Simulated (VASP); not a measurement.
Level of theory: rev-vdW-DF2, VASP's PBE PAW potentials (set 64) (plane waves; VASP).

Input for VASP

**POSCAR**
```
GaP
1
    0.0000000000     2.7250000000     2.7250000000
    2.7250000000     0.0000000000     2.7250000000
    2.7250000000     2.7250000000     0.0000000000
Ga P
1 1
Direct
  0.0000000000   0.0000000000   0.0000000000
  0.2500000000   0.2500000000   0.2500000000
```

KPOINTS:
```
Automatic
0
gamma
8 8 8
0 0 0
```

### INCAR
```
AGGAC = 0.0
ALGO = Normal
EDIFF = 1E-6
EDIFFG = -0.01
ENCUT = 520
GGA = MK
IBRION = 2
ISIF = 3
ISMEAR = 0
LASPH = .TRUE.
LCHARG = .FALSE.
LMAXMIX = 4
LREAL = .FALSE.
LUSE_VDW = .TRUE.
LWAVE = .FALSE.
NELM = 100
NSW = 60
PARAM1 = 0.1234568
PARAM2 = 0.7114
PREC = Accurate
SIGMA = 0.05
SYSTEM = GaP
ZAB_VDW = -1.8867
```

POTCAR, in this order: Ga_d P (PBE.64 set). Program: vasp_std.

Q: Estimate the energy per atom (σ→0), volume per atom, band gap (on the k-mesh).

A: 
| Quantity | Value |
|---|---|
| energy per atom (σ→0) | -239.4 kJ/mol of atoms |
| band gap (on the k-mesh) | 1.56 eV |
| volume per atom | 20.53 Å³/atom |

**OSZICAR**
```
...
       N       E                     dE             d eps       ncg     rms          rms(c)
DAV:   1    -0.496942834292E+01   -0.81813E-02   -0.10154E-01   994   0.664E+00    0.516E-01
DAV:   2    -0.496341069353E+01    0.60176E-02   -0.11086E-02   964   0.266E+00    0.234E-01
DAV:   3    -0.496191004221E+01    0.15007E-02   -0.18167E-03   999   0.913E-01    0.536E-02
DAV:   4    -0.496177726203E+01    0.13278E-03   -0.16967E-04   853   0.197E-01    0.219E-02
DAV:   5    -0.496175380072E+01    0.23461E-04   -0.14611E-05  1021   0.576E-02    0.573E-03
DAV:   6    -0.496175362365E+01    0.17707E-06   -0.61524E-07   407   0.120E-02
   3 F= -.49617536E+01 E0= -.49617536E+01  d E =-.219115E-02
```

The compound is GaP in the zinc blende structure. This run relaxes it. Symmetry was kept, so distortions that lower it aren't found.
